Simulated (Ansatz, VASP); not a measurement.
**La2C: VASP beside Ansatz**

Aim: how closely do two programs agree when they are given the same cell, functional and k mesh? The cell is generated by rule, not measured, and may not be a known phase. The cell is taken from a series of runs on this material, whose earlier steps may have relaxed, scaled, displaced or heated it; both programs get it as it stands.

Method: plane waves, with VASP 6.6.1 beside it; relaxation of cell and atoms at PBE, in Ansatz 0.2.0.

The structure was built from a prototype and need not be the compound's stable phase.

## 1. Starting point

It takes space group R-3m (No. 166, trigonal). The conventional cell has a = 3.875 Å, b = 3.875 Å, c = 19.203 Å, α = 90.00°, β = 90.00°, γ = 120.00°. Nearest to La lie 3 C at 2.66 Å. Nearest to C lie 6 La at 2.66 Å. Farther neighbours are not listed.

## 2. Ansatz: relaxation of cell and atoms, PBE

Ansatz runs on its NC files.

The relaxed volume is the usual yardstick between codes: in a stiff, nearly cubic crystal its relative difference is about their pressure difference at one cell divided by the bulk modulus.

File input.yaml:

```yaml
crystal:
  lattice:
    - [1.93738, 1.11854, 6.40086]
    - [-1.93738, 1.11854, 6.40086]
    - [0.0, -2.23709, 6.40086]
  atoms:
    - { symbol: La, position: [0.25793, 0.25793, 0.25793] }
    - { symbol: La, position: [0.74207, 0.74207, 0.74207] }
    - { symbol: C, position: [0.0, 0.0, 0.0] }
kpoints:
  mp_grid: { grid: [6, 6, 6] }
hamiltonian:
  xc: pbe
  pseudopotentials: { kind: nc }
scf:
  occupations: { method: gaussian, width: 0.1 }
output:
  forces: true
  stress: true
  eigenvalues: true
relax:
  adjacent_minimum: "off"
  f_tol: 0.05
  max_steps: 80
  cell: { stress_tol: 0.5 }
```

On the command line:

```console
ansatz run input.yaml --threads 8 --pin off --max-ram 14336MiB --backend cpu --events-out ev --progress --plain --runs-dir out
```

Numbers of over 12 decimals in the logs are rounded to 6 here.

The log of the run:

```text
The last accepted step is kept in <dir> (removed where the run ends without a failure and the disk answers)
basis.fft_grid_basis auto: the FFT boxes are laid along the combinations [[1, 0, -1], [0, 1, -1], [0, 0, 1]] of the cell's own vectors, 3.875, 3.875 and 6.781 Å long. The dense box has 50×50×90 points. Along the cell's own vectors, as sized, it would have 90×90×90, 3.24 times as many. Of the 12 symmetry operations that the crystal satisfies within crystal.symmetry.tolerance (time reversal apart; of a slab, those that [...]
Engine: ansatz 0.2.0, aarch64-unknown-linux-gnu
Pseudopotentials: kind: nc
Pseudopotential: La, nc, valence charge 11, recommended cutoff 1496.626244 eV (normal), La.nc.azcp
Pseudopotential: C, nc, valence charge 4, recommended cutoff 1115.666836 eV (normal), C.nc.azcp
Functional definition: PBE
  parameter kappa = 0.804
  parameter beta = 0.066725
  exchange = pbe_x(kappa = kappa, mu = beta*pi^2/3)
  correlation = pbe_c(beta = beta)
Crystal: 3 atoms, lattice volume = 83.226 Å³
Basis set: ecut = 1496.626244 eV, 10985 PW (Γ), FFT grids on a1−a3, a2−a3, a3, exchange–correlation on 100×100×180 points (8 copies of the dense FFT grid, shifted against one another)
Bands: 17, of which v1, the nominal top of the filled ones, is band 13 counted from 1 (12 counted from 0)
Symmetry: 12 space group operations
Space group: R-3m (ITA 166), of the structure as read, at distance tolerance 4.4e-5 Å
k-points: 32 of 216
Non-local potential: La, projectors of the file, l = 0: 2, l = 1: 2, l = 2: 2, l = 3: 2
Non-local potential: C, projectors of the file, l = 0: 2, l = 1: 2
Initial density: superposition of atomic densities (chi_scale 0.1, normalization cell, long waves kept (reshape's long-wave potential 0.08 eV rms))
Initial wavefunctions: pseudopotential atomic-orbital guess
Functional: x = pbe(κ = 0.804, μ = 0.219515), c = pbe(β = 0.066725)
SCF iter   1: F=—  HF=-2074.609678 eV  |F-HF|=—  |Δ(HF+E_count)|=         —  Δρ=3.94e-2  dr2=5.22e0  ethr=3.10e-3  ⟨swp⟩=21.3  Hψ=7272  notcnv=0
preconditioner: auto → Kerker (q_TF=auto, 2.247 Å⁻¹)  [metal: Δε(μ)=0.072 eV  Ē_g=11.539 eV  σ=0.100 eV  W_gap=0.38  n_scr=16 (ndim 8)  ℏωp=19.1 eV  f_vac=0.000  D(μ)=2.47/eV (n_scr^D=22)]
SCF iter   2: F=—  HF=-2073.945557 eV  |F-HF|=—  |Δ(HF+E_count)|=   6.64e-1  Δρ=1.86e-2  dr2=9.25e-1  ethr=3.10e-3  ⟨swp⟩=5.2  Hψ=1457  notcnv=0  defer=11
SCF iter   3: F=—  HF=-2073.826585 eV  |F-HF|=—  |Δ(HF+E_count)|=   1.19e-1  Δρ=9.16e-3  dr2=2.69e-1  ethr=3.10e-3  ⟨swp⟩=1.7  Hψ=631  notcnv=0
SCF iter   4: F=—  HF=-2073.793109 eV  |F-HF|=—  |Δ(HF+E_count)|=   3.35e-2  Δρ=2.28e-3  dr2=8.62e-3  ethr=1.04e-3  ⟨swp⟩=5.8  Hψ=1152  notcnv=0  defer=31
SCF iter   5: F=—  HF=-2073.800033 eV  |F-HF|=—  |Δ(HF+E_count)|=   6.92e-3  Δρ=8.09e-4  dr2=8.64e-4  ethr=3.31e-5  ⟨swp⟩=5.9  Hψ=1563  notcnv=0  defer=1
SCF iter   6: F=—  HF=-2073.800069 eV  |F-HF|=—  |Δ(HF+E_count)|=   3.58e-5  Δρ=2.65e-4  dr2=1.06e-4  ethr=3.32e-6  ⟨swp⟩=3.1  Hψ=1097  notcnv=0
SCF iter   7: F=—  HF=-2073.800063 eV  |F-HF|=—  |Δ(HF+E_count)|=   5.93e-6  Δρ=7.59e-5  dr2=6.44e-6  ethr=4.06e-7  ⟨swp⟩=3.4  Hψ=882  notcnv=0
SCF iter   8: F=—  HF=-2073.800103 eV  |F-HF|=—  |Δ(HF+E_count)|=   4.01e-5  Δρ=2.28e-5  dr2=4.46e-7  ethr=2.48e-8  ⟨swp⟩=5.1  Hψ=1295  notcnv=0
SCF iter   9: F=-2073.800103 eV  HF=-2073.800103 eV  |F-HF|=5.98e-8  |Δ(HF+E_count)|=   2.77e-8  Δρ=6.77e-6  dr2=8.30e-8  ethr=3.85e-10  ⟨swp⟩=41.8  Hψ=7986  notcnv=0
SCF 1 converged in 9 iterations: F = -2073.800103 eV  dr2 = 8.30e-8
relax step   1: F+E_penalty+E_count = -2073.80010317 eV  Δ(F+E_penalty+E_count) = +0.000e0 eV  max|allowed force component| = 7.654e-1 eV/Å  Δτ_max = 0.0000 Å  P = -2.217 GPa  Ω = 83.226 Å³  (9 SCF iters, dr2 threshold 1.00e-7 eV, accepted)
[...]
relax step   4: F+E_penalty+E_count = -2073.96766013 eV  Δ(F+E_penalty+E_count) = -4.783e-2 eV  max|allowed force component| = 4.982e-2 eV/Å  Δτ_max = 0.0303 Å  P = +0.256 GPa  Ω = 82.573 Å³  energy of the carried Pulay correction = +2.946e-6 eV  (8 SCF iters, dr2 threshold 3.00e-7 eV, accepted)
[...]
relax step   5: F+E_penalty+E_count = -2073.98706443 eV  Δ(F+E_penalty+E_count) = -1.940e-2 eV  max|allowed force component| = 1.631e-3 eV/Å  Δτ_max = 0.0269 Å  P = -0.048 GPa  Ω = 84.044 Å³  energy of the carried Pulay correction = -3.659e-6 eV  (7 SCF iters, dr2 threshold 3.00e-7 eV, accepted)
[...]
relax step   6: F+E_penalty+E_count = -2073.98720018 eV  Δ(F+E_penalty+E_count) = -1.357e-4 eV  max|allowed force component| = 2.355e-3 eV/Å  Δτ_max = 0.0000 Å  P = -0.045 GPa  Ω = 84.044 Å³  stress off target by 7.79e-2 GPa  SCF on the basis re-selected at this cell (its energy is not comparable with the rows above)  (6 SCF iters)
basis re-selected at this cell: Δ(F+E_penalty+E_count) = -1.357e-4 eV, ΔP = +0.004 GPa vs the last step (what re-selecting the basis moved, of the pressure what is left beyond the Pulay correction that the steps carried, after the strain that the cell walked since its last selection, with what the two solves' SCF thresholds leave and, on support functions, any second-order correction that the steps lacked; it is no measure of the basis error at this ecutwfc). The dense FFT grid was sized anew with the basis: this SCF ran on 48×48×96 points, the steps before it on 50×50×90, so part of this shift can come from that change (see relax.cell in the input reference). [rest of the remark cut]
SCF converged after 6 iterations
Free energy (F): -2073.987200 eV
Harris-Foulkes:  -2073.987200 eV  (|F-HF|=1.96e-11)
Internal energy: -2073.981059 eV  (E = F + TS)
E sigma→0 (E₀):  -2073.984130 eV
Entropy (-TS):   -0.006141 eV (-2.047 meV/atom)
Fermi energy:    10.375158 eV
--- Per-component energies (eV) ---
  E_band       = -78.979378
  E_kinetic    = 574.736722
  E_local      = -1203.775638  (includes V_loc(G=0)·N_el)
  E_nonlocal   = 198.660046
  E_hartree    = 376.707711
  E_xc         = -513.621300
  E_vxc        = -402.016017  (∫ρ·V_xc dr)
  E_ewald      = -1506.688601
  E_smearing   = -0.006141  (= −TS)
  E_closure    = 0.000000  (closes the sum)
  Σ components = -2073.987200   (vs F -2073.987200, Δ=0.00e0)
--- Forces (eV/Å), atoms counted from 1 ---
  atom   1  La     0.00000000    -0.00000000     0.00235530
  atom   2  La     0.00000000     0.00000000    -0.00235530
  atom   3  C      0.00000000     0.00000000     0.00000000
  max |Σ_I F_I| component: 8.67e-19 eV/Å
--- Stress (GPa, compression-positive) ---
       -0.077905       0.000000       0.000000
        0.000000      -0.077905      -0.000000
        0.000000      -0.000000       0.021291
  P = ⅓ Tr σ = -0.0448 GPa (-0.448 kbar)
--- Band table (eV; the first three rows and the last of 32) ---
  k-point 0: bands = [... 9 lower, 7.3550, 8.6788, 8.6788, 9.0197, 11.4163, 11.7576, 12.1937, 12.1937]
  k-point 1: bands = [... 9 lower, 7.8506, 8.1659, 8.8471, 9.8784, 10.9168, 11.6975, 11.8045, 12.0843]
  k-point 2: bands = [... 9 lower, 7.9740, 8.9886, 9.0570, 9.9118, 10.2824, 11.6624, 12.0453, 12.3434]
  k-point 31: bands = [... 9 lower, 7.2091, 8.6927, 8.6927, 9.5801, 10.7267, 11.7391, 12.0576, 12.2061]
--- Relaxed structure (5 steps of the walk, 4 accepted, 1 SCFs on fresh bases) ---
  F+E_penalty+E_count = -2073.98720018 eV   max|allowed force component| = 2.355e-3 eV/Å   (the final SCF, on the basis selected at the relaxed cell)
  cell:  # Å, volume = 84.0436 Å³
    - [1.869302, 1.079240, 6.943127]
    - [-1.869302, 1.079240, 6.943127]
    - [0, -2.158486, 6.943126]
  atoms:
    - { symbol: La, position: [0.264118, 0.264118, 0.264118] }
    - { symbol: La, position: [0.735882, 0.735882, 0.735882] }
    - { symbol: C, position: [1.2045077114165546e-19, 1.204507711416555e-19, 1.2045062518097086e-19] }
```

## 3. VASP: relaxation of cell and atoms, PBE

The same cell, functional, mesh and smearing now go to VASP, with its own data sets.

Lines of VASP's logs that name or quote its potential files are left out, and so is its time.

File INCAR:

```
SYSTEM = La2C
PREC = Accurate
ENCUT = 600
EDIFF = 1E-07
NELM = 200
ISMEAR = 0
SIGMA = 0.1
LREAL = .FALSE.
ALGO = Normal
GGA = PE
NBANDS = 19
LASPH = .TRUE.
LORBIT = 11
LWAVE = .FALSE.
LCHARG = .FALSE.
ISIF = 3
IBRION = 2
NSW = 80
EDIFFG = -0.005
GGA_COMPAT = .FALSE.
NELMIN = 4
LMAXMIX = 6
KPAR = 2
```

File POSCAR:

```
La2C
1.0
    1.9373770000      1.1185430000      6.4008600000
   -1.9373770000      1.1185430000      6.4008600000
    0.0000000000     -2.2370920000      6.4008590000
La C
2 1
Direct
    0.2579300711      0.2579300711      0.2579298263
    0.7420701300      0.7420701300      0.7420699277
    0.0000000000      0.0000000000      0.0000000000
```

File KPOINTS:

```
Automatic mesh
0
Gamma
6 6 6
0 0 0
```

PAW data sets: La and C (PBE family, release 64).

On the command line:

```console
mpirun -np 2 vasp_std
```

The log of the run:

```text
[banner, memory and clock lines left out]
running    2 mpi-ranks, on    1 nodes
 distrk:  each k-point on    1 cores,    2 groups
 distr:  one band on    1 cores,    1 groups

 POSCAR found type information on POSCAR LaC
 POSCAR found :  2 types and       3 ions
 LDA part: xc-table for (Slater+PW92), standard interpolation
 POSCAR, INCAR and KPOINTS ok, starting setup
 FFT: planning ... GRIDC
 FFT: planning ... GRID_SOFT
 FFT: planning ... GRID
 WAVECAR not read
 entering main loop
       N       E                     dE             d eps       ncg     rms          rms(c)
DAV:   1     0.292184178657E+03    0.29218E+03   -0.10438E+04  1224   0.211E+03
DAV:   2     0.326929106729E+02   -0.25949E+03   -0.25423E+03  1952   0.336E+02
DAV:   3    -0.191940741989E+02   -0.51887E+02   -0.48940E+02  1992   0.190E+02
DAV:   4    -0.233248291209E+02   -0.41308E+01   -0.41007E+01  2288   0.443E+01
DAV:   5    -0.237196835860E+02   -0.39485E+00   -0.39402E+00  2120   0.131E+01    0.960E+00
DAV:   6    -0.195504994480E+02    0.41692E+01   -0.53370E+01  1776   0.295E+01    0.560E+00
DAV:   7    -0.192302791234E+02    0.32022E+00   -0.68185E+00  2424   0.206E+01    0.210E+00
DAV:   8    -0.192109211256E+02    0.19358E-01   -0.24559E-01  1968   0.354E+00    0.770E-01
DAV:   9    -0.192129950027E+02   -0.20739E-02   -0.45049E-02  2408   0.179E+00    0.292E-01
DAV:  10    -0.192135003853E+02   -0.50538E-03   -0.85648E-03  2312   0.522E-01    0.129E-01
DAV:  11    -0.192135080231E+02   -0.76378E-05   -0.10275E-03  2168   0.247E-01    0.305E-02
DAV:  12    -0.192135115195E+02   -0.34964E-05   -0.16542E-04  2048   0.883E-02    0.142E-02
DAV:  13    -0.192135164832E+02   -0.49637E-05   -0.30693E-05  2184   0.520E-02    0.505E-03
DAV:  14    -0.192135163040E+02    0.17926E-06   -0.88808E-06  2200   0.214E-02    0.226E-03
DAV:  15    -0.192135163977E+02   -0.93755E-07   -0.16024E-06  2048   0.110E-02    0.144E-03
DAV:  16    -0.192135163925E+02    0.51939E-08   -0.18757E-07  1200   0.481E-03
   1 F= -.19213516E+02 E0= -.19205922E+02  d E =-.192135E+02
[... from here on, the cycles between the ionic steps are left out ...]
   2 F= -.19316478E+02 E0= -.19312744E+02  d E =-.102962E+00
   3 F= -.19316894E+02 E0= -.19313321E+02  d E =-.103378E+00
   7 F= -.19399712E+02 E0= -.19396724E+02  d E =-.199802E-01
   8 F= -.19399721E+02 E0= -.19396736E+02  d E =-.199895E-01
   9 F= -.19399756E+02 E0= -.19396710E+02  d E =-.354444E-04
  10 F= -.19400302E+02 E0= -.19397286E+02  d E =-.580796E-03
  11 F= -.19400426E+02 E0= -.19397393E+02  d E =-.124101E-03
  12 F= -.19400439E+02 E0= -.19397399E+02  d E =-.137674E-03
  13 F= -.19400468E+02 E0= -.19397430E+02  d E =-.287110E-04
  14 F= -.19400473E+02 E0= -.19397437E+02  d E =-.336336E-04
  15 F= -.19400487E+02 E0= -.19397449E+02  d E =-.140878E-04
 trial-energy change:   -0.000014  1 .order   -0.000014   -0.000020   -0.000008
 step:   0.8680(harm=  0.8680)  dis= 0.00132  next Energy=   -19.400489 (dE=-0.163E-04)
 bond charge predicted
       N       E                     dE             d eps       ncg     rms          rms(c)
DAV:   1    -0.194004923553E+02   -0.51532E-05   -0.13005E-03  2020   0.294E-01    0.114E-02
DAV:   2    -0.194004904761E+02    0.18792E-05   -0.62933E-05  1813   0.591E-02    0.458E-03
DAV:   3    -0.194004904313E+02    0.44753E-07   -0.56369E-06  2400   0.225E-02    0.246E-03
DAV:   4    -0.194004903376E+02    0.93715E-07   -0.81613E-07  1824   0.521E-03
  16 F= -.19400490E+02 E0= -.19397451E+02  d E =-.172306E-04
 curvature:  -1.17 expect dE=-0.353E-05 dE for cont linesearch -0.299E-07
 trial: gam= 0.00328 g(F)=  0.138E-08 g(S)=  0.302E-05 ort = 0.161E-05 (trialstep = 0.607E+00)
 search vector abs. value=  0.304E-05
 reached required accuracy - stopping structural energy minimisation
```

Parts of OUTCAR (step 3):

```text
ion  position               nearest neighbor table
   1  0.258  0.258  0.258-   3 2.66   3 2.66   3 2.66   2 3.66   2 3.66   2 3.66
   2  0.742  0.742  0.742-   3 2.66   3 2.66   3 2.66   1 3.66   1 3.66   1 3.66
   3  0.000  0.000  0.000-   1 2.66   1 2.66   2 2.66   1 2.66   2 2.66   2 2.66

  LATTYP: Found a trigonal (rhomboedric) cell.
 ALAT       =     6.7805292435
 COS(alpha) =     0.8367207157

 Subroutine GETGRP returns: Found 12 space group operations
 (whereof 12 operations were pure point group operations)

The static configuration has the point symmetry D_3d.

 Found     32 irreducible k-points:

   k-points           NKPTS =     32   k-points in BZ     NKDIM =     32   number of bands    NBANDS=     19

   dimension x,y,z NGX =    54 NGY =   54 NGZ =   54
   dimension x,y,z NGXF=   108 NGYF=  108 NGZF=  108

   ENCUT  =  600.0 eV  44.10 Ry    6.64 a.u.  13.54 13.54 13.54*2*pi/ulx,y,z

   NELECT =      26.0000    total number of electrons

 k-points in reciprocal lattice and weights: Automatic mesh
   0.00000000  0.00000000  0.00000000       0.005
   0.16666667 -0.00000000 -0.00000000       0.028
   0.33333333 -0.00000000  0.00000000       0.028
   0.50000000  0.00000000  0.00000000       0.014
   0.16666667  0.16666667  0.00000000       0.028
   0.33333333  0.16666667  0.00000000       0.056
   0.50000000  0.16666667  0.00000000       0.056
  -0.33333333  0.16666667 -0.00000000       0.056
  -0.16666667  0.16666667  0.00000000       0.028
[...]
-0.33333333  0.50000000  0.33333333       0.028
   0.50000000  0.50000000  0.50000000       0.005

 average (electrostatic) potential at core
       1 -96.4475       2 -96.4475       3 -46.4070

 E-fermi :   7.1857

 k-point     1 :       0.0000    0.0000    0.0000
  band No.  band energies     occupation
    ...
      9      -0.9475      2.00000
     10       4.1715      2.00000
     11       5.4971      2.00000
     12       5.4971      2.00000
     13       5.8383      2.00000
     14       8.2446      0.00000
     15       8.6405      0.00000
     16       9.0175      0.00000
     17       9.0175      0.00000
     18       9.1265      0.00000
    ...

 k-point     2 :       0.1667   -0.0000   -0.0000
  band No.  band energies     occupation
    ...
      9      -0.8299      2.00000
     10       4.6665      2.00000
     11       4.9841      2.00000
     12       5.6659      2.00000
     13       6.6885      2.00000
     14       7.7427      0.00000
     15       8.5427      0.00000
     16       8.6490      0.00000
     17       8.9722      0.00000
     18       9.2080      0.00000
    ...

 k-point     3 :       0.3333   -0.0000    0.0000
  band No.  band energies     occupation
    ...
     10       4.7874      2.00000
     11       5.8013      2.00000
     12       5.8753      2.00000
     13       6.7212      2.00000
     14       7.0937      1.80710
     15       8.4922      0.00000
     16       8.9085      0.00000
     17       9.2304      0.00000
     18       9.3593      0.00000
     19       9.4598      0.00000

  Total       -0.0088557     -0.0088557      0.0055743      0.0000000     -0.0000000      0.0000000
  in kB       -0.1691279     -0.1691279      0.1064579      0.0000000     -0.0000001      0.0000000
  external PRESSURE =      -0.0772660 kB  Pullay stress =       0.0000000 kB

  energy-cutoff  :      600.00
  volume of cell :       83.89
      direct lattice vectors                 reciprocal lattice vectors
     1.867900164  1.078430379  6.940987719     0.267680259  0.154545272  0.048023955
    -1.867900164  1.078430379  6.940987719    -0.267680259  0.154545272  0.048023955
    -0.000000000 -2.156867255  6.940986758     0.000000000 -0.309090587  0.048023811

 POSITION                                       TOTAL-FORCE (eV/Angst)
 -----------------------------------------------------------------------------------
     -0.00000     -0.00000      5.49927         0.000000     -0.000000      0.000119
     -0.00000     -0.00000     15.32369         0.000000      0.000000     -0.000119
      0.00000      0.00000      0.00000        -0.000000     -0.000000      0.000000
 -----------------------------------------------------------------------------------
    total drift:                               -0.000000     -0.001234     -0.001501

  FREE ENERGIE OF THE ION-ELECTRON SYSTEM (eV)
  ---------------------------------------------------
  free  energy   TOTEN  =       -19.4004903376 eV

  energy  without entropy=      -19.3944121939  energy(sigma->0) =      -19.39745127

 reached required accuracy - stopping structural energy minimisation

 total charge
# of ion       s       p       d       f       tot
--------------------------------------------------
    1        2.046   5.591   0.899   0.132   8.668
    2        2.046   5.591   0.899   0.132   8.668
    3        0.894   1.386   0.000   0.000   2.281
--------------------------------------------------
tot          4.986  12.569   1.797   0.265  19.616

[... 3 further parts left out ...]
```

CONTCAR:

```
La2C
   1.00000000000000
     1.8679001636577828    1.0784303793144565    6.9409877186549060
    -1.8679001636577828    1.0784303793144565    6.9409877186549060
    -0.0000000000000000   -2.1568672548501331    6.9409867584202054
  La              C
     2     1
Direct
     0.2640965746039323    0.2640965746039323    0.2640963298126491
     0.7359036264960681    0.7359036264960681    0.7359034241873517
     0.0000000000000000    0.0000000000000000    0.0000000000000000
```

The run keeps the 12 symmetry operations of its start, so it cannot find a distortion of lower symmetry.

## 4. Comparison

Known differences besides the potentials themselves: the cutoff is 1496.63 eV in Ansatz and 600 eV in VASP; Ansatz adds a Pulay correction to the stress that steers its cell, VASP none. Total energies have different zeros and are not compared.

Both answers:

```csv
quantity,Ansatz,VASP,difference
volume (Å³),84.04,83.89,+0.18 %
"edge a after relaxation, in the typed setting (Å)",7.271,7.268,+0.03 %
```

## 5. Outcome

| Quantity | Value |
| --- | --- |
| difference in volume (relaxation of cell and atoms, PBE) | 0.18 % |

What this shows: The difference in volume is 0.18 % (relaxation of cell and atoms, PBE), within the 1.2 % picked in this series as the mark of a large difference, as far as the stopping tolerances let one tell. Such differences can come from data sets, numerical settings and the points named under the comparisons, not from the functional's error against experiment.

[Lines on the potential files, build, host, timing and source positions are cut from VASP's logs without a mark.]

[Logs are printed without paths, hosts, clocks, repeated set-up lines and the standing remarks that a program may print on its own settings, such as how far it seeks lower states.]

[Hosts, paths, dates, database ids (printed as entryN), source tags and the programs' standing remarks are cut or masked in the printed files.]
